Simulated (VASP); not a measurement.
Here is the system:

```yaml
crystal:
  lattice:
    - [3.01167, 0.00000, 0.00000]
    - [-1.50583, 2.60818, 0.00000]
    - [0.00000, 0.00000, 4.85844]
  atoms:
    - { symbol: C, position: [0.00000, 0.00000, 0.00000] }
    - { symbol: Pt, position: [0.33333, 0.66667, 0.25200] }
    - { symbol: Pt, position: [0.66667, 0.33333, 0.74800] }
```

All values below come from PBE GGA, VASP's PBE PAW potentials (set 64) (plane waves; VASP). Numerical set-up: 400 eV cut-off, 9×9×5 Γ-centred mesh, Gaussian smearing of 0.14 eV, potentials C Pt.

Task: Give the energies of bands 3 to 15 at the high-symmetry points, in eV from the Fermi level.

Result: 
| band | Γ | M | K | A | L | H |
|---|---|---|---|---|---|---|
| 3 | -6.25 | -7.04 | -7.77 | -6.50 | -7.25 | -8.10 |
| 4 | -6.25 | -6.67 | -6.51 | -6.50 | -6.22 | -6.71 |
| 5 | -4.73 | -6.44 | -5.32 | -5.19 | -5.71 | -4.69 |
| 6 | -4.28 | -4.58 | -5.06 | -4.45 | -3.77 | -4.42 |
| 7 | -4.05 | -3.73 | -5.06 | -4.39 | -3.56 | -4.42 |
| 8 | -4.05 | -1.91 | -2.10 | -4.39 | -3.33 | -3.33 |
| 9 | -3.66 | -1.88 | -2.08 | -2.77 | -2.42 | -2.25 |
| 10 | -3.66 | -1.40 | -2.08 | -2.77 | -1.79 | -2.25 |
| 11 | -2.58 | -0.69 | -1.10 | -2.33 | -1.57 | -0.24 |
| 12 | -2.58 | -0.59 | -1.10 | -2.33 | -1.07 | -0.24 |
| 13 | -0.57 | -0.39 | 0.02 | 1.47 | -0.35 | 1.35 |
| 14 | 3.77 | 1.49 | 2.95 | 2.83 | 2.54 | 2.08 |
| 15 | 3.77 | 4.79 | 7.04 | 2.83 | 3.27 | 3.14 |

It has no gap at this level: it comes out as a metal or semimetal.

The structure was generated: Pt2C was put into an ordered model structure, which need not be its known phase. The cell was not relaxed at this level.
